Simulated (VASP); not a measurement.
Given:

```xyz
2
Lattice="0.0000 3.1988 3.1988 3.1988 0.0000 3.1988 3.1988 3.1988 0.0000" Properties=species:S:1:pos:R:3 pbc="T T T"
Ba     0.0000     0.0000     0.0000
S      3.1988     3.1988     3.1988
```

All values below come from optB86b-vdW, VASP's PBE PAW potentials (set 64) (plane waves; VASP 6.6.1). Run with 520 eV cut-off, Gaussian smearing of 0.050 eV, potentials Ba_sv S.

Unless said otherwise, spin-orbit coupling is left out, though it shifts the bands of the heavy elements here.

Q: Give the energies of bands 6 to 11 at the high-symmetry points, in eV from the valence-band maximum.

A: 
```csv
band,Γ,X,U,L,W
6,0.00,-0.54,-0.95,-1.94,-1.11
7,0.00,-0.14,-0.60,-1.07,-0.50
8,0.00,-0.14,-0.55,-1.07,-0.50
9,3.53,2.07,3.26,5.50,4.25
10,3.84,5.96,5.92,5.63,4.25
11,3.84,5.99,6.58,6.27,6.29
```

The gap is indirect, 2.07 eV, from the valence maximum at Γ to the conduction minimum at X.

The compound is BaS in the rock salt structure. It was relaxed first.
